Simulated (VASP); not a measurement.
# HgPd (P4/mmm) in VASP: single point with LDA

Aim: the single point of HgPd with LDA.

Everything below comes from runs of VASP 6.6.1. Logs are shortened: lines on timing, memory, paths and dates and some standing lists are left out, and cuts for length are marked.

## Step 1: Starting point

The structure is tetragonal, space group P4/mmm (No. 123). Conventional cell: a = 3.030 Å, b = 3.030 Å, c = 3.692 Å, α = 90.00°, β = 90.00°, γ = 90.00°. Hg (site symmetry 4/mmm) is surrounded by 8 Pd at 2.83 Å and 4 Hg at 3.03 Å. Around Pd (site symmetry 4/mmm) lie 8 Hg at 2.83 Å and 4 Pd at 3.03 Å.

## Step 2: Single point, LDA

The input, INCAR:

```
SYSTEM = HgPd
PREC     = Accurate       ! precision mode
ENCUT    = 520            ! plane-wave cutoff, eV
EDIFF    = 1E-7           ! SCF threshold, eV
ISMEAR   = 0              ! smearing method
SIGMA    = 0.1            ! smearing width, eV
LREAL    = .False.        ! projectors in reciprocal space
LASPH    = .True.         ! aspherical terms in the spheres
NELM     = 100            ! most SCF steps
ALGO     = Normal         ! electronic algorithm
ISIF     = 2              ! what is computed and relaxed
LWAVE    = .False.        ! write WAVECAR
LCHARG   = .False.        ! write CHGCAR
GGA      = CA             ! functional
NBANDS   = 18             ! bands
```

The input, KPOINTS:

```
regular mesh
0
Gamma
  6 6 6
  0 0 0
```

The input, POSCAR:

```
HgPd
1.0
    3.0299525574      0.0000000000      0.0000000000
    0.0000000000      3.0299525574      0.0000000000
    0.0000000000      0.0000000000      3.6920000000
Hg Pd
1 1
Direct
    0.0000000000      0.0000000000      0.0000000000
    0.5000000000      0.5000000000      0.5000000000
```

Potentials or basis: VASP PAW LDA potentials, release 64 (Hg, Pd).

Launch:

```bash
$ cat potpaw_LDA.64/Hg/POTCAR potpaw_LDA.64/Pd/POTCAR > POTCAR
$ mpirun -np 1 vasp_std > vasp.out
```

OUTCAR:

```text
SYSTEM = HgPd
   PREC = Accurate
   ENCUT = 520
   EDIFF = 1E-7
   ISMEAR = 0
   LREAL = .False.
   LASPH = .True.
   NELM = 100
   ISIF = 2
   GGA = CA

 ion  position               nearest neighbor table
   1  0.000  0.000  0.000-   2 2.83   2 2.83   2 2.83   2 2.83   2 2.83   2 2.83   2 2.83   2 2.83

   2  0.500  0.500  0.500-   1 2.83   1 2.83   1 2.83   1 2.83   1 2.83   1 2.83   1 2.83   1 2.83

  LATTYP: Found a simple tetragonal cell.
 ALAT       =     3.0299525574
 C/A-ratio  =     1.2185009270

  Lattice vectors:

 A1 = (   3.0299525574,   0.0000000000,   0.0000000000)
 A2 = (   0.0000000000,   3.0299525574,   0.0000000000)
 A3 = (   0.0000000000,   0.0000000000,   3.6920000000)

Analysis of symmetry for initial positions (statically):
=====================================================================
 Subroutine PRICEL returns:
 Original cell was already a primitive cell.

 Routine SETGRP: Setting up the symmetry group for a
 simple tetragonal supercell.

 Subroutine GETGRP returns: Found 16 space group operations
 (whereof 16 operations were pure point group operations)
 out of a pool of 16 trial point group operations.

The static configuration has the point symmetry D_4h.

Analysis of symmetry for dynamics (positions and initial velocities):
=====================================================================
 Subroutine PRICEL returns:
 Original cell was already a primitive cell.

 Routine SETGRP: Setting up the symmetry group for a
 simple tetragonal supercell.

 Subroutine GETGRP returns: Found 16 space group operations
 (whereof 16 operations were pure point group operations)
 out of a pool of 16 trial point group operations.

The dynamic configuration has the point symmetry D_4h.

 Subroutine INISYM returns: Found 16 space group operations
 (whereof 16 operations are pure point group operations),
 and found     1 'primitive' translations

----------------------------------------------------------------------------------------

                                     Primitive cell

  volume of cell :      33.8948

  direct lattice vectors                    reciprocal lattice vectors
     3.029952557  0.000000000  0.000000000     0.330038171  0.000000000  0.000000000
     0.000000000  3.029952557  0.000000000     0.000000000  0.330038171  0.000000000
     0.000000000  0.000000000  3.692000000     0.000000000  0.000000000  0.270855905

  length of vectors
     3.029952557  3.029952557  3.692000000     0.330038171  0.330038171  0.270855905

  position of ions in fractional coordinates (direct lattice)
     0.000000000  0.000000000  0.000000000
     0.500000000  0.500000000  0.500000000

  ion indices of the primitive-cell ions
   primitive index   ion index
                 1           1
                 2           2

----------------------------------------------------------------------------------------

 KPOINTS: regular mesh

Automatic generation of k-mesh.
 Grid dimensions read from file:
 generate k-points for:    6    6    6

 Generating k-lattice:

  Cartesian coordinates                     Fractional coordinates (reciprocal lattice)
     0.055006362  0.000000000  0.000000000     0.166666667  0.000000000  0.000000000
     0.000000000  0.055006362  0.000000000     0.000000000  0.166666667  0.000000000
     0.000000000  0.000000000  0.045142651     0.000000000  0.000000000  0.166666667

  Length of vectors
     0.055006362  0.055006362  0.045142651

  Shift w.r.t. Gamma in fractional coordinates (k-lattice)
     0.000000000  0.000000000  0.000000000

 Subroutine IBZKPT returns following result:
 ===========================================

 Found     40 irreducible k-points:

 Following reciprocal coordinates:
            Coordinates               Weight
  0.000000  0.000000  0.000000      1.000000
  0.166667  0.000000  0.000000      4.000000
  0.333333  0.000000  0.000000      4.000000
  0.500000  0.000000  0.000000      2.000000
  0.166667  0.166667  0.000000      4.000000
  0.333333  0.166667  0.000000      8.000000
[... 16 lines left out ...]
  0.333333  0.000000  0.333333      8.000000
  0.500000  0.000000  0.333333      4.000000
 [... further k-points ...]
   k-points           NKPTS =     40   k-points in BZ     NKDIM =     40   number of bands    NBANDS=     18
   number of dos      NEDOS =    301   number of ions     NIONS =      2
   total plane-waves  NPLWV =  16128
   dimension x,y,z NGX =    24 NGY =   24 NGZ =   28
   dimension x,y,z NGXF=    48 NGYF=   48 NGZF=   56
   ions per type =               1   1
   NGX,Y,Z   is equivalent  to a cutoff of  13.17, 13.17, 12.61 a.u.
   NGXF,Y,Z  is equivalent  to a cutoff of  26.34, 26.34, 25.22 a.u.
 SYSTEM =  HgPd
   PREC   = accura    normal or accurate (medium, high low for compatibility)
   ISTART =      0    job   : 0-new  1-cont  2-samecut
   ICHARG =      2    charge: 1-file 2-atom 10-const
   ISPIN  =      1    spin polarized calculation?
   LNONCOLLINEAR =      F non collinear calculations
   LSORBIT =      F    spin-orbit coupling
   LASPH  =      T    aspherical Exc in radial PAW
   ENCUT  =  520.0 eV  38.22 Ry    6.18 a.u.   5.63  5.63  6.86*2*pi/ulx,y,z
   NELM   =    100;   NELMIN=  2; NELMDL= -5     # of ELM steps
   EDIFF  = 0.1E-06   stopping-criterion for ELM
   LREAL  =      F    real-space projection
   EDIFFG = 0.1E-05   stopping-criterion for IOM
   NSW    =      0    number of steps for IOM
   IBRION =     -1    ionic relax: 0-MD 1-quasi-New 2-CG
   NFREE  =      0    steps in history (QN), initial steepest desc. (CG)
   ISIF   =      2    stress and relaxation
   ISYM   =      2    0-nonsym 1-usesym 2-fastsym
   POTIM  = 0.5000    time-step for ionic-motion
   TEBEG  =    0.0;   TEEND  =   0.0 temperature during run
   PSTRESS=    0.0 pullay stress
   NELECT =      22.0000    total number of electrons
   NUPDOWN=      -1.0000    fix difference up-down
   EMIN   =  10.00;   EMAX   =-10.00  energy-range for DOS
   EFERMI =   0.00;   METHOD = LEGACY
   ISMEAR =     0;   SIGMA  =   0.10  broadening in eV -4-tet -1-fermi 0-gaus
   EFERMI_NEDOS =   21; number of points for ismear=-14 and -15
   IALGO  =     38    algorithm
   IMIX   =      4    mixing-type and parameters
     AMIX     =   0.40;   BMIX     =  1.00
     AMIX_MAG =   1.60;   BMIX_MAG =  1.00
  volume/ion in A,a.u.               =      16.95       114.37
  Fermi-wavevector in a.u.,A,eV,Ry     =   1.417440  2.678573 27.335947  2.009135
  Thomas-Fermi vector in A             =   2.538670
   LORBIT       =      0    0 simple, 1 ext, 2 COOP (PROOUT), +10 PAW based schemes
   GGA     = CA    functional components
   LHFCALC =     F    Hartree Fock is set to
   AEXX    =    0.0000 exact exchange contribution
   IVDW    =     0    specifies the selected vdW correction
   LEPSILON=     F    determine dielectric tensor
   LRPA    =     F    only Hartree local field effects (RPA)
 non-spin polarized calculation
 Gauss-broadening in eV      SIGMA  =   0.10
  energy-cutoff  :      520.00
  volume of cell :       33.89
 maximum number of plane-waves:       928
 NGX is ok and might be reduce to    24
   NGX = 11   NGY = 11   NGZ = 13

 number of electron      21.9999999 magnetization

 Free energy of the ion-electron system (eV)
  ---------------------------------------------------
  ext. energy  EPLUGINS =         0.00000000
  ---------------------------------------------------
  free energy    TOTEN  =        -7.92798598 eV

  energy without entropy =       -7.92249012  energy(sigma->0) =       -7.92523805

 E-fermi :   6.7567     XC(G=0): -12.8569

 val. band max:        6.7027103784   @ k =   0.5000   0.1667   0.3333
 cond. band min:       6.7628440143   @ k =   0.3333   0.1667   0.5000
 fundamental gap:      0.0601336359
 Fermi energy:         6.7567168492

 k-point     1 :       0.0000    0.0000    0.0000
  band No.  band energies     occupation
      1      -3.0087      2.00000
      2      -1.8034      2.00000
      3      -1.5120      2.00000
      4      -0.2174      2.00000
      5      -0.2174      2.00000
      6       0.2781      2.00000
[... 10 lines left out ...]
     17      22.4429      0.00000
     18      23.1680      0.00000

 k-point     2 :       0.1667    0.0000    0.0000
  band No.  band energies     occupation
      1      -2.4773      2.00000
      2      -1.5426      2.00000
      3      -1.2994      2.00000
      4      -0.3813      2.00000
      5      -0.1361      2.00000
      6       0.1245      2.00000
[... 10 lines left out ...]
     17      22.7739      0.00000
     18      23.1902      0.00000

 k-point     3 :       0.3333    0.0000    0.0000
  band No.  band energies     occupation
      1      -1.6731      2.00000
      2      -0.9459      2.00000
      3      -0.6952      2.00000
      4      -0.1690      2.00000
      5      -0.1314      2.00000
      6       0.0374      2.00000
[... 10 lines left out ...]
     17      21.0355      0.00000
     18      22.1260      0.00000

 k-point     4 :       0.5000    0.0000    0.0000
  band No.  band energies     occupation
      1      -1.4472      2.00000
      2      -0.8457      2.00000
      3      -0.6762      2.00000
      4      -0.3096      2.00000
      5       0.1305      2.00000
      6       1.7758      2.00000
[... 375 lines left out ...]
      4      -0.1732      2.00000
      5       0.0192      2.00000
      6       0.1327      2.00000
[... 10 lines left out ...]
     17      22.4323      0.00000
     18      22.7557      0.00000

 k-point    23 :       0.3333    0.0000    0.3333
  band No.  band energies     occupation
      1      -1.7103      2.00000
      2      -1.2783      2.00000
      3      -0.3606      2.00000
      4      -0.1986      2.00000
      5      -0.1588      2.00000
      6       0.8783      2.00000
[... 10 lines left out ...]
     17      21.7299      0.00000
     18      23.2952      0.00000

 k-point    24 :       0.5000    0.0000    0.3333
  band No.  band energies     occupation
      1      -1.6570      2.00000
      2      -1.5087      2.00000
      3      -0.5206      2.00000
      4      -0.2218      2.00000
      5      -0.0384      2.00000
      6       2.3328      2.00000
[... 10 lines left out ...]
     17      21.4192      0.00000
     18      23.2761      0.00000

 [... further k-points ...]

------------------------ aborting loop because EDIFF is reached ----------------------------------------

  FORCE on cell =-STRESS in cart. coord.  units (eV):
  Direction    XX          YY          ZZ          XY          YZ          ZX
  --------------------------------------------------------------------------------------
  -------------------------------------------------------------------------------------
  Total       -0.6600419     -0.6600419     -0.4799239      0.0000000      0.0000000     -0.0000000
  in kB      -31.1995775    -31.1995775    -22.6855660      0.0000000      0.0000000     -0.0000000
  external PRESSURE =     -28.3615737 kB  Pullay stress =       0.0000000 kB

 VOLUME and BASIS-vectors are now :
 -----------------------------------------------------------------------------
  energy-cutoff  :      520.00
  volume of cell :       33.89
      direct lattice vectors                 reciprocal lattice vectors
     3.029952557  0.000000000  0.000000000     0.330038171  0.000000000  0.000000000
     0.000000000  3.029952557  0.000000000     0.000000000  0.330038171  0.000000000
     0.000000000  0.000000000  3.692000000     0.000000000  0.000000000  0.270855905

 POSITION                                       TOTAL-FORCE (eV/Angst)
 -----------------------------------------------------------------------------------
      0.00000      0.00000      0.00000         0.000000      0.000000      0.000000
      1.51498      1.51498      1.84600         0.000000      0.000000      0.000000
 -----------------------------------------------------------------------------------
    total drift:                                0.000000      0.000000     -0.000000

  FREE ENERGIE OF THE ION-ELECTRON SYSTEM (eV)
  ---------------------------------------------------
  free  energy   TOTEN  =        -7.9279859756 eV

  energy  without entropy=       -7.9224901209  energy(sigma->0) =       -7.92523805
```

It took 10 s on 1 thread of Intel Xeon Platinum 8488C (Sapphire Rapids), shared host; peak memory 0.14 GiB.

Results:

```
Free energy            : -7.9280 eV
Pressure               : -2.8 GPa
Band gap on the k mesh : none (metal or under the smearing width)
```

Stress tensor (GPa, compression positive):
```
-3.12  0.00  0.00
 0.00 -3.12  0.00
 0.00  0.00 -2.27
```

Levels at points of the mesh, in eV from the Fermi level:
```tsv
k point	band 8	band 9	band 10	band 11	band 12	band 13	band 14	band 15
(0.00, 0.00, 0.00)	-2.72	-1.51	-1.51	-1.38	2.69	8.11	8.11	8.50
(0.50, 0.00, 0.00)	-3.49	-3.47	-2.47	-1.97	0.20	9.99	10.21	11.11
(0.50, 0.50, 0.00)	-1.65	-1.65	-0.85	-0.11	-0.11	3.20	6.31	10.28
(0.00, 0.00, 0.50)	-3.82	-2.40	-2.40	-1.84	-1.56	12.87	12.87	14.16
(0.50, 0.00, 0.50)	-1.69	-1.50	-1.49	-1.36	-0.87	2.01	4.45	13.70
(0.50, 0.50, 0.50)	-4.10	-1.67	-0.84	1.54	5.50	5.50	6.42	6.42
```

Spin-orbit coupling is left out, which matters for the levels of Hg.
